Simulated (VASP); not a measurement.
Input:

```yaml
crystal:
  lattice:
    - [2.90280, 0.00000, 0.00000]
    - [0.00000, 2.90280, 0.00000]
    - [0.00000, 0.00000, 2.90280]
  atoms:
    - { symbol: Zn, position: [0.50000, 0.50000, 0.50000] }
    - { symbol: Cu, position: [0.00000, 0.00000, 0.00000] }
```

Method: PBE GGA, VASP's PBE PAW potentials (set 64) (plane waves; VASP 6.6.1). Run with 300 eV cut-off, 11×11×11 Γ-centred mesh, first-order Methfessel-Paxton smearing of 0.14 eV, potentials Zn Cu.

At this cut-off the stress carries a Pulay error, which pulls relaxed volumes low.

Question: Give the stress tensor in GPa (positive for a compressed cell).

Answer: 
```
7.20  0.00  0.00
0.00  7.20  0.00
0.00  0.00  7.20
```
The pressure is its mean diagonal, 7.20 GPa.

The structure is a typed CuZn crystal. The cell was not relaxed at this level. The electron count is odd and the run is not spin-polarised, which forces a metal.
